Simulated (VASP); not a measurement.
Data:

```
CELL_PARAMETERS angstrom
      1.54592    -2.67762     0.00000
      1.54592     2.67762     0.00000
      0.00000     0.00000     4.95145
ATOMIC_POSITIONS crystal
  Al 0.66667 0.33333 0.50007
  Al 0.33333 0.66667 0.00007
  N  0.66667 0.33333 0.88193
  N  0.33333 0.66667 0.38193
```

All values below come from LDA (Ceperley-Alder, Perdew-Zunger), VASP's LDA PAW potentials (set 64) (plane waves; VASP 6.6.1). Run with 520 eV cut-off, 8×8×5 Γ-centred mesh, Gaussian smearing of 0.010 eV, potentials Al N.

Problem. Give the electronic dielectric tensor ε∞ (DFPT, local fields included).

Solution. 
```
4.41  0.00  0.00
0.00  4.41  0.00
0.00  0.00  4.63
```

Problem. Give the Born effective charges.

Solution. 
```tsv
atom	Z*xx	Z*yy	Z*zz	mean
Al1	2.51	2.51	2.67	2.56
Al2	2.51	2.51	2.67	2.56
N3	-2.51	-2.51	-2.67	-2.56
N4	-2.51	-2.51	-2.67	-2.56
```

Problem. And the static tensor with the ions free?

Solution. 
```
7.95  0.00  0.00
0.00  7.95  0.00
0.00  0.00  9.42
```

Problem. Which frequencies do the optical Γ-point modes have (no LO-TO splitting)?

Solution. 239 (×2), 553, 623, 670 (×2), 681 (×2), 730 cm⁻¹.

The piezoelectric tensor e of the same run, ions relaxed (C/m²):

```tsv
	xx	yy	zz	yz	xz	xy
x	0.00	0.00	0.00	0.00	-0.36	0.00
y	0.00	0.00	0.00	-0.34	0.00	0.00
z	-0.68	-0.68	1.68	0.00	0.00	0.00
```

The compound is AlN in the wurtzite structure. It was relaxed first.
